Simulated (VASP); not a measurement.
Method: PBEsol GGA, VASP's PBE PAW potentials (set 64) (plane waves; VASP 6.6.1).

VASP input:

File POSCAR:
```
SnO2
1
    4.8637344939     0.0000000000     0.0000000000
    0.0000000000     4.8637344939     0.0000000000
    0.0000000000     0.0000000000     3.2829446318
Sn O
2 4
Direct
  0.0000000000   0.0000000000   0.0000000000
  0.5000000000   0.5000000000   0.5000000000
  0.3063833544   0.3063833544   0.0000000000
  0.8063833544   0.1936166456   0.5000000000
  0.1936166456   0.8063833544   0.5000000000
  0.6936166456   0.6936166456   0.0000000000
```

**INCAR**
```
SYSTEM=SnO2
PREC=Accurate; ENCUT=520; LREAL=.FALSE.
LASPH=.TRUE.
EDIFF=1E-7; NELM=100; ALGO=Normal
LMAXMIX=4
ISMEAR=0; SIGMA=0.05
GGA=PS
IBRION=2; NSW=30; ISIF=4
EDIFFG=-0.01
LWAVE=.FALSE.; LCHARG=.FALSE.
```

KPOINTS:
```
K-points
0
gamma
 5 5 7
0 0 0
```

POTCAR, in this order: Sn_d O (PBE.64 set). Program: vasp_std.

Output of the run:

OUTCAR:
```
 ion  position               nearest neighbor table
   1  0.000  0.000  0.000-   3 2.11   6 2.11   5 2.11   4 2.11   4 2.11   5 2.11
   2  0.500  0.500  0.500-   4 2.11   5 2.11   3 2.11   6 2.11   3 2.11   6 2.11
   3  0.306  0.306  0.000-   1 2.11   2 2.11   2 2.11
   4  0.806  0.194  0.500-   2 2.11   1 2.11   1 2.11
   5  0.194  0.806  0.500-   2 2.11   1 2.11   1 2.11
   6  0.694  0.694  0.000-   1 2.11   2 2.11   2 2.11
  LATTYP: Found a simple tetragonal cell.
 ALAT       =     4.8637344939
 C/A-ratio  =     0.6749843430
 Subroutine PRICEL returns:
 Original cell was already a primitive cell.
 Subroutine GETGRP returns: Found 16 space group operations
The static configuration has the point symmetry D_2h.
 The point group associated with its full space group is D_4h.
The dynamic configuration has the point symmetry D_2h.
 Subroutine INISYM returns: Found 16 space group operations
 Subroutine IBZKPT returns following result:
 Found     24 irreducible k-points:

 Following reciprocal coordinates:
            Coordinates               Weight
  0.000000  0.000000  0.000000      1.000000
  0.200000  0.000000  0.000000      4.000000
  0.400000  0.000000  0.000000      4.000000
...
```

### OSZICAR
```
       N       E                     dE             d eps       ncg     rms          rms(c)
DAV:   1     0.644086561435E+03    0.64409E+03   -0.26256E+04  1597   0.255E+03
DAV:   2     0.536520293209E+02   -0.59043E+03   -0.56916E+03  1678   0.672E+02
DAV:   3    -0.401249910004E+02   -0.93777E+02   -0.91585E+02  1754   0.224E+02
DAV:   4    -0.447270698479E+02   -0.46021E+01   -0.45840E+01  1763   0.554E+01
DAV:   5    -0.448754363536E+02   -0.14837E+00   -0.14834E+00  1947   0.996E+00    0.143E+01
DAV:   6    -0.395505984810E+02    0.53248E+01   -0.22099E+01  2332   0.701E+01    0.555E+00
DAV:   7    -0.395888174606E+02   -0.38219E-01   -0.18121E+00  1607   0.801E+00    0.314E+00
DAV:   8    -0.395464052984E+02    0.42412E-01   -0.33212E-01  2108   0.458E+00    0.806E-01
DAV:   9    -0.395294213032E+02    0.16984E-01   -0.83948E-02  2120   0.352E+00    0.129E-01
DAV:  10    -0.395300350613E+02   -0.61376E-03   -0.57944E-03  2239   0.752E-01    0.574E-02
DAV:  11    -0.395300677947E+02   -0.32733E-04   -0.33742E-04  2371   0.196E-01    0.275E-02
DAV:  12    -0.395300662358E+02    0.15589E-05   -0.19746E-05  2006   0.376E-02    0.162E-02
DAV:  13    -0.395300629215E+02    0.33142E-05   -0.16606E-05  2215   0.306E-02    0.225E-03
DAV:  14    -0.395300630338E+02   -0.11223E-06   -0.98972E-07  1755   0.709E-03    0.164E-03
DAV:  15    -0.395300631402E+02   -0.10644E-06   -0.19038E-08  1129   0.234E-03    0.106E-03
DAV:  16    -0.395300632021E+02   -0.61856E-07   -0.51177E-08  1080   0.293E-03
   1 F= -.39530063E+02 E0= -.39530063E+02  d E =-.395301E+02
       N       E                     dE             d eps       ncg     rms          rms(c)
DAV:   1    -0.395637358662E+02   -0.33673E-01   -0.34003E+00  1496   0.131E+01    0.108E+00
DAV:   2    -0.395544081110E+02    0.93278E-02   -0.15937E-01  1929   0.365E+00    0.628E-01
DAV:   3    -0.395416433400E+02    0.12765E-01   -0.14965E-02  2062   0.155E+00    0.132E-01
DAV:   4    -0.395417292022E+02   -0.85862E-04   -0.49240E-03  1870   0.499E-01    0.466E-02
DAV:   5    -0.395417040122E+02    0.25190E-04   -0.35738E-04  1719   0.183E-01    0.153E-02
DAV:   6    -0.395417044484E+02   -0.43620E-06   -0.44971E-05  2101   0.649E-02    0.681E-03
DAV:   7    -0.395417049312E+02   -0.48276E-06   -0.37077E-06  2291   0.176E-02    0.376E-03
DAV:   8    -0.395417048418E+02    0.89428E-07   -0.97008E-07  1854   0.973E-03
   2 F= -.39541705E+02 E0= -.39541705E+02  d E =-.116416E-01
       N       E                     dE             d eps       ncg     rms          rms(c)
DAV:   1    -0.395444639941E+02   -0.27591E-02   -0.30758E-01  1566   0.395E+00    0.327E-01
DAV:   2    -0.395435491641E+02    0.91483E-03   -0.14049E-02  1890   0.110E+00    0.189E-01
DAV:   3    -0.395423971124E+02    0.11521E-02   -0.13966E-03  2128   0.479E-01    0.404E-02
DAV:   4    -0.395424044282E+02   -0.73158E-05   -0.45446E-04  1870   0.149E-01    0.141E-02
DAV:   5    -0.395424019043E+02    0.25239E-05   -0.33673E-05  1706   0.587E-02    0.473E-03
DAV:   6    -0.395424019845E+02   -0.80197E-07   -0.43244E-06  2142   0.233E-02    0.211E-03
DAV:   7    -0.395424019820E+02    0.24356E-08   -0.32167E-07  1483   0.534E-03
   3 F= -.39542402E+02 E0= -.39542402E+02  d E =-.123388E-01
       N       E                     dE             d eps       ncg     rms          rms(c)
DAV:   1    -0.395424159266E+02   -0.13942E-04   -0.23141E-03  1574   0.343E-01    0.284E-02
DAV:   2    -0.395424091269E+02    0.67996E-05   -0.10546E-04  1882   0.957E-02    0.164E-02
DAV:   3    -0.395424006000E+02    0.85270E-05   -0.10351E-05  2135   0.416E-02    0.351E-03
DAV:   4    -0.395424006273E+02   -0.27323E-07   -0.34200E-06  1860   0.127E-02    0.123E-03
DAV:   5    -0.395424005670E+02    0.60245E-07   -0.22909E-07  1390   0.502E-03
   4 F= -.39542401E+02 E0= -.39542401E+02  d E =-.123374E-01
       N       E                     dE             d eps       ncg     rms          rms(c)
DAV:   1    -0.395426075972E+02   -0.20697E-03   -0.39444E-02  1488   0.135E+00    0.881E-02
DAV:   2    -0.395425689531E+02    0.38644E-04   -0.83924E-04  2001   0.270E-01    0.516E-02
DAV:   3    -0.395425140436E+02    0.54909E-04   -0.43486E-05  2206   0.844E-02    0.115E-02
DAV:   4    -0.395425122764E+02    0.17672E-05   -0.12218E-05  2197   0.279E-02    0.276E-03
DAV:   5    -0.395425122837E+02   -0.72823E-08   -0.70801E-07  1614   0.751E-03
   5 F= -.39542512E+02 E0= -.39542512E+02  d E =-.111717E-03
```

**OUTCAR**
```
------------------------ aborting loop because EDIFF is reached ----------------------------------------
  FORCE on cell =-STRESS in cart. coord.  units (eV):
  Direction    XX          YY          ZZ          XY          YZ          ZX
  --------------------------------------------------------------------------------------
  Total       -4.4556861     -4.4556861     -4.4470177      0.0000000      0.0000000      0.0000000
  in kB      -91.9225139    -91.9225139    -91.7436808      0.0000000      0.0000000      0.0000000
  external PRESSURE =     -91.8629029 kB  Pullay stress =       0.0000000 kB
  volume of cell :       77.66
      direct lattice vectors                 reciprocal lattice vectors
     4.892714427  0.000000000  0.000000000     0.204385524  0.000000000  0.000000000
    -0.000000000  4.892714427  0.000000000    -0.000000000  0.204385524  0.000000000
     0.000000000  0.000000000  3.244169528     0.000000000  0.000000000  0.308245297
 POSITION                                       TOTAL-FORCE (eV/Angst)
 -----------------------------------------------------------------------------------
      4.89271      0.00000      0.00000        -0.000000      0.000000     -0.000000
      2.44636      2.44636      1.62208        -0.000000      0.000000     -0.000000
      1.50577      1.50577      0.00000        -0.004361     -0.004361     -0.000000
      3.95213      0.94059      1.62208        -0.004361      0.004361      0.000000
      0.94059      3.95213      1.62208         0.004361     -0.004361     -0.000000
      3.38694      3.38694      3.24417         0.004361      0.004361      0.000000
 -----------------------------------------------------------------------------------
    total drift:                                0.000000      0.000000     -0.000000
  FREE ENERGIE OF THE ION-ELECTRON SYSTEM (eV)
  ---------------------------------------------------
  free  energy   TOTEN  =       -39.5425122837 eV

  energy  without entropy=      -39.5425122826  energy(sigma->0) =      -39.54251228

 reached required accuracy - stopping structural energy minimisation
```
(Selected blocks of OUTCAR.)

**CONTCAR**
```
SnO2
   1.00000000000000
     4.8927144267563012    0.0000000000000000    0.0000000000000000
    -0.0000000000000000    4.8927144267563012    0.0000000000000000
     0.0000000000000000    0.0000000000000000    3.2441695277138352
  Sn              O
     2     4
Direct
     1.0000000000000000    0.0000000000000000    0.0000000000000000
     0.5000000000000000    0.5000000000000000    0.5000000000000000
     0.3077576596927382    0.3077576596927382    0.0000000000000000
     0.8077576596927382    0.1922423403072618    0.5000000000000000
     0.1922423403072618    0.8077576596927382    0.5000000000000000
     0.6922423403072618    0.6922423403072618    1.0000000000000000
```

The compound is SnO2 in the rutile structure. This cell is one point of a volume scan, at 1.06 of the reference volume. Symmetry was kept, so distortions that lower it aren't found.
